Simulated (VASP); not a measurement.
An input for Quantum ESPRESSO's pw.x (written as the equivalent of a VASP run, and not itself run):

```
&CONTROL
  calculation = 'scf'
  pseudo_dir = './pseudo'
  outdir = './out'
  tprnfor = .true.
  tstress = .true.
/
&SYSTEM
  ibrav = 0
  nat = 3
  ntyp = 2
  ecutwfc = 76
  occupations = 'smearing'
  smearing = 'methfessel-paxton'
  degauss = 0.00735
  input_dft = 'pbesol'
/
&ELECTRONS
  conv_thr = 7.3e-09
  electron_maxstep = 100
/
ATOMIC_SPECIES
  Al 26.982 Al.upf
  Au 196.967 Au.upf
CELL_PARAMETERS angstrom
     0.0000000    2.9357315    2.9357315
     2.9357315    0.0000000    2.9357315
     2.9357315    2.9357315    0.0000000
ATOMIC_POSITIONS crystal
  Al   0.2500000  0.2500000  0.2500000
  Al   0.7500000  0.7500000  0.7500000
  Au   1.0000000  1.0000000  1.0000000
K_POINTS automatic
  9 9 9 0 0 0
```

Question: Write the VASP files for the same calculation (PBEsol).

Answer: This is not unique; one that fits is 
File POSCAR:
```
AuAl2
1
    0.0000000000     2.9357315440     2.9357315440
    2.9357315440     0.0000000000     2.9357315440
    2.9357315440     2.9357315440     0.0000000000
Al Au
2 1
Direct
  0.2500000000   0.2500000000   0.2500000000
  0.7500000000   0.7500000000   0.7500000000
  1.0000000000   1.0000000000   1.0000000000
```

**KPOINTS**
```
Automatic mesh
0
Gamma
9 9 9
0 0 0
```

INCAR:
```
ALGO  =  Normal
EDIFF  =  1E-7
ENCUT  =  520
GGA  =  PS
ISIF  =  2
ISMEAR  =  1
LASPH  =  .True.
LCHARG  =  .False.
LMAXMIX  =  6
LREAL  =  .False.
LWAVE  =  .False.
NELM  =  100
PREC  =  Accurate
SIGMA  =  0.1
SYSTEM  =  AuAl2
```

POTCAR, in this order: Al Au (PBE.64 set). Program: vasp_std.

What does not carry over: the potentials are each code's own (VASP's PAW set, PseudoDojo norm-conserving files in pw.x), so ENCUT and ecutwfc are chosen apart and not converted; conv_thr bounds pw.x's estimated SCF error, while EDIFF bounds the energy change between steps.

The compound is AuAl2 in the fluorite structure. This cell is one point of a volume scan, at 0.94 of the reference volume.
